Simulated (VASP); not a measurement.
**TePb (relaxed from the WC structure, space group P-6m2): computed properties**

Computed with r2SCAN meta-GGA, VASP's PBE PAW potentials (set 64) (plane waves; VASP).

```yaml
space_group: P-6m2 (187)
cell: a = 4.421 Å, b = 4.421 Å, c = 4.183 Å, α = 90.00°, β = 90.00°, γ = 120.00°
volume_per_atom: 35.41 Å³/atom
band gap (over mesh and band path): none (metal, semimetal or under 0.01 eV)
density: 7.85 g/cm³
```

```
CELL_PARAMETERS angstrom
      4.42150     0.00000     0.00000
     -2.21075     3.82913     0.00000
      0.00000     0.00000     4.18275
ATOMIC_POSITIONS crystal
  Pb 0.00000 0.00000 0.00000
  Te 0.66667 0.33333 0.50000
```

Unless said otherwise, spin-orbit coupling is left out, though it shifts the bands of the heavy elements here.

The structure was generated: TePb was put into the WC type (P-6m2), which need not be its known phase. It was relaxed first, which changed the volume by +14 %. Symmetry was kept, so distortions that lower it aren't found.
